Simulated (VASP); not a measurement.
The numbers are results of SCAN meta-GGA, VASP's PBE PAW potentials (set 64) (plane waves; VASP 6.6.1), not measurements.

VASP input:

KPOINTS:
```
Automatic mesh
0
Gamma
20 20 12
0 0 0
```

**POSCAR**
```
Be
1
    1.1351494535    -1.9661363576     0.0000000000
    1.1351494535     1.9661363576     0.0000000000
    0.0000000000     0.0000000000     3.5511295196
Be
2
Direct
  0.3333330000   0.6666670000   0.2500000000
  0.6666670000   0.3333330000   0.7500000000
```

**KPOINTS_OPT**
```
k-points along high-symmetry lines
6
Line-mode
Reciprocal
  0.000000   0.000000   0.000000 ! GAMMA
  0.000000   0.500000   0.000000 ! M

  0.000000   0.500000   0.000000 ! M
 -0.333333   0.666667   0.000000 ! K

 -0.333333   0.666667   0.000000 ! K
  0.000000   0.000000   0.000000 ! GAMMA

  0.000000   0.000000   0.000000 ! GAMMA
  0.000000   0.000000   0.500000 ! A

  0.000000   0.000000   0.500000 ! A
  0.000000   0.500000   0.500000 ! L

  0.000000   0.500000   0.500000 ! L
 -0.333333   0.666667   0.500000 ! H

 -0.333333   0.666667   0.500000 ! H
  0.000000   0.000000   0.500000 ! A

  0.000000   0.500000   0.500000 ! L
  0.000000   0.500000   0.000000 ! M

 -0.333333   0.666667   0.500000 ! H
 -0.333333   0.666667   0.000000 ! K
```

**INCAR**
```
SYSTEM=Be
ALGO=Normal   ! blocked Davidson
LREAL=.FALSE.   ! projection in real space or not
LCHARG=.FALSE.
LWAVE=.FALSE.
LMIXTAU=.TRUE.
LASPH=.TRUE.   ! aspherical one-centre terms
EDIFF=1E-7
ISMEAR=-5   ! tetrahedra, Bloechl
NEDOS=601   ! DOS grid
PREC=Accurate
LORBIT=11
METAGGA=SCAN
ENCUT=520   ! plane-wave cut-off (eV)
ISIF=2   ! forces and stress, cell fixed
NELM=100   ! most electronic steps
```

POTCAR, in this order: Be (PBE.64 set). Program: vasp_std.

Output of the run:

### OUTCAR
```
 ion  position               nearest neighbor table
   1  0.333  0.667  0.250-   2 2.21   2 2.21   2 2.21   2 2.21   2 2.21   2 2.21
   2  0.667  0.333  0.750-   1 2.21   1 2.21   1 2.21   1 2.21   1 2.21   1 2.21
  LATTYP: Found a hexagonal cell.
 ALAT       =     2.2702987597
 C/A-ratio  =     1.5641683740
 Subroutine PRICEL returns:
 Original cell was already a primitive cell.
 Subroutine GETGRP returns: Found 24 space group operations
The static configuration has the point symmetry D_3d.
 The point group associated with its full space group is D_6h.
The dynamic configuration has the point symmetry D_3d.
 Subroutine INISYM returns: Found 24 space group operations
 Subroutine IBZKPT returns following result:
 Found    308 irreducible k-points:

 Following reciprocal coordinates:
            Coordinates               Weight
  0.000000  0.000000  0.000000      1.000000
  0.050000  0.000000  0.000000      6.000000
  0.100000  0.000000  0.000000      6.000000
  0.150000  0.000000  0.000000      6.000000
  0.200000  0.000000  0.000000      6.000000
  0.250000  0.000000  0.000000      6.000000
  0.300000  0.000000  0.000000      6.000000
  0.350000  0.000000  0.000000      6.000000
  0.400000  0.000000  0.000000      6.000000
  0.450000  0.000000  0.000000      6.000000
  0.500000  0.000000  0.000000      3.000000
  0.050000  0.050000  0.000000      6.000000
  0.100000  0.050000  0.000000     12.000000
  0.150000  0.050000  0.000000     12.000000
  0.200000  0.050000  0.000000     12.000000
  0.250000  0.050000  0.000000     12.000000
  0.300000  0.050000  0.000000     12.000000
  0.350000  0.050000  0.000000     12.000000
  0.400000  0.050000  0.000000     12.000000
  0.450000  0.050000  0.000000     12.000000
  0.100000  0.100000  0.000000      6.000000
  0.150000  0.100000  0.000000     12.000000
...
```

**OSZICAR**
```
       N       E                     dE             d eps       ncg     rms          rms(c)
DAV:   1    -0.392249999524E+01   -0.39225E+01   -0.18201E+03  3714   0.566E+02
DAV:   2    -0.900571815159E+01   -0.50832E+01   -0.50043E+01  5646   0.658E+01
DAV:   3    -0.904137376014E+01   -0.35656E-01   -0.32112E-01  4932   0.479E+00
DAV:   4    -0.904142356368E+01   -0.49804E-04   -0.46762E-04  5454   0.148E-01
DAV:   5    -0.904142370286E+01   -0.13917E-06   -0.12236E-06  4704   0.272E-03    0.129E+00
DAV:   6    -0.869435412756E+01    0.34707E+00   -0.77649E-02  3756   0.288E+00    0.809E-01
DAV:   7    -0.860235435990E+01    0.92000E-01   -0.75501E-02  3702   0.344E+00    0.977E-02
DAV:   8    -0.871390364568E+01   -0.11155E+00   -0.39880E-02  3756   0.204E+00    0.108E-01
DAV:   9    -0.867113918599E+01    0.42764E-01   -0.50547E-02  3696   0.271E+00    0.121E-01
DAV:  10    -0.865452847417E+01    0.16611E-01   -0.23584E-03  4260   0.585E-01    0.153E-01
DAV:  11    -0.872449472638E+01   -0.69966E-01   -0.11656E-01  3696   0.452E+00    0.766E-02
DAV:  12    -0.872616532100E+01   -0.16706E-02   -0.15485E-03  5070   0.528E-01    0.841E-02
DAV:  13    -0.872629397090E+01   -0.12865E-03   -0.50134E-05  5010   0.886E-02    0.777E-02
DAV:  14    -0.872586500632E+01    0.42896E-03   -0.13379E-04  3876   0.957E-02    0.655E-02
DAV:  15    -0.872515139422E+01    0.71361E-03   -0.14726E-03  3708   0.477E-01    0.333E-02
DAV:  16    -0.872472473145E+01    0.42666E-03   -0.62309E-04  3738   0.205E-01    0.146E-02
DAV:  17    -0.872456261590E+01    0.16212E-03   -0.24158E-03  3750   0.456E-01    0.197E-02
DAV:  18    -0.872451438536E+01    0.48231E-04   -0.61138E-04  3696   0.245E-01    0.166E-03
DAV:  19    -0.872450679103E+01    0.75943E-05   -0.41402E-05  4242   0.546E-02    0.404E-03
DAV:  20    -0.872451089587E+01   -0.41048E-05   -0.80785E-06  4356   0.307E-02    0.462E-03
DAV:  21    -0.872451140846E+01   -0.51260E-06   -0.24320E-05  3750   0.475E-02    0.433E-04
DAV:  22    -0.872451147727E+01   -0.68804E-07   -0.90845E-07  4020   0.127E-02
   1 F= -.87245115E+01 E0= -.87245115E+01  d E =0.000000E+00
       N       E                     dE             ncg
```

**OUTCAR**
```
------------------------ aborting loop because EDIFF is reached ----------------------------------------
  FORCE on cell =-STRESS in cart. coord.  units (eV):
  Direction    XX          YY          ZZ          XY          YZ          ZX
  --------------------------------------------------------------------------------------
  Total       -0.0503629     -0.0503629      0.0974008      0.0000000      0.0000000      0.0000000
  in kB       -5.0904710     -5.0904701      9.8448719      0.0000000      0.0000000      0.0000000
  external PRESSURE =      -0.1120231 kB  Pullay stress =       0.0000000 kB
  volume of cell :       15.85
      direct lattice vectors                 reciprocal lattice vectors
     1.135149453 -1.966136358  0.000000000     0.440470634 -0.254305861  0.000000000
     1.135149453  1.966136358  0.000000000     0.440470634  0.254305861  0.000000000
     0.000000000  0.000000000  3.551129520     0.000000000  0.000000000  0.281600543
 POSITION                                       TOTAL-FORCE (eV/Angst)
 -----------------------------------------------------------------------------------
      1.13515      0.65538      0.88778         0.000000      0.000000      0.000000
      1.13515     -0.65538      2.66335        -0.000000     -0.000000      0.000000
 -----------------------------------------------------------------------------------
    total drift:                               -0.000000     -0.000004      0.000005
  FREE ENERGIE OF THE ION-ELECTRON SYSTEM (eV)
  ---------------------------------------------------
  free  energy   TOTEN  =        -8.7245114773 eV

  energy  without entropy=       -8.7245114773  energy(sigma->0) =       -8.72451148

 total charge

# of ion       s       p       d       tot
------------------------------------------
    1        0.410   0.769   0.000   1.179
    2        0.410   0.769   0.000   1.179
--------------------------------------------------
tot          0.820   1.539   0.000   2.359
```
(Selected blocks of OUTCAR.)

**OUTCAR**
```
 val. band max:        7.3991424725   @ k =   0.3000   0.1000   0.0000

 cond. band min:       6.7535197594   @ k =   0.3000   0.3000   0.1667


 Fermi energy:         6.9970255854

 k-point     1 :       0.0000    0.0000    0.0000
  band No.  band energies     occupation
      1      -4.8512      2.00000
      2       2.5953      2.00000
      3       8.1742      0.00000
      4      23.8975      0.00000
      5      23.8975      0.00000
      6      26.8331      0.00000

 k-point     2 :       0.0500    0.0000    0.0000
  band No.  band energies     occupation
      1      -4.7757      2.00000
      2       2.6927      2.00000
      3       8.1981      0.00000
      4      23.2334      0.00000
      5      23.3947      0.00000
      6      26.8464      0.00000

 k-point     3 :       0.1000    0.0000    0.0000
  band No.  band energies     occupation
      1      -4.5489      2.00000
      2       2.9846      2.00000
      3       8.2654      0.00000
      4      21.5868      0.00000
      5      22.3583      0.00000
      6      26.8308      0.00000

 k-point     4 :       0.1500    0.0000    0.0000
  band No.  band energies     occupation
      1      -4.1707      2.00000
      2       3.4703      2.00000
      3       8.3598      0.00000
      4      19.5128      0.00000
      5      21.2308      0.00000
      6      26.6915      0.00000

 k-point     5 :       0.2000    0.0000    0.0000
  band No.  band energies     occupation
      1      -3.6408      2.00000
      2       4.1482      2.00000
      3       8.4384      0.00000
      4      17.3947      0.00000
      5      20.1655      0.00000
      6      25.9882      0.00000

 k-point     6 :       0.2500    0.0000    0.0000
  band No.  band energies     occupation
      1      -2.9596      2.00000
      2       5.0156      2.00000
      3       8.3969      0.00000
      4      15.5109      0.00000
      5      19.2223      0.00000
      6      23.8190      0.00000
...
```

For a metal the tetrahedron method with Blöchl corrections gives inexact stress and forces.

The compound is Be in the hcp structure. It was relaxed first.
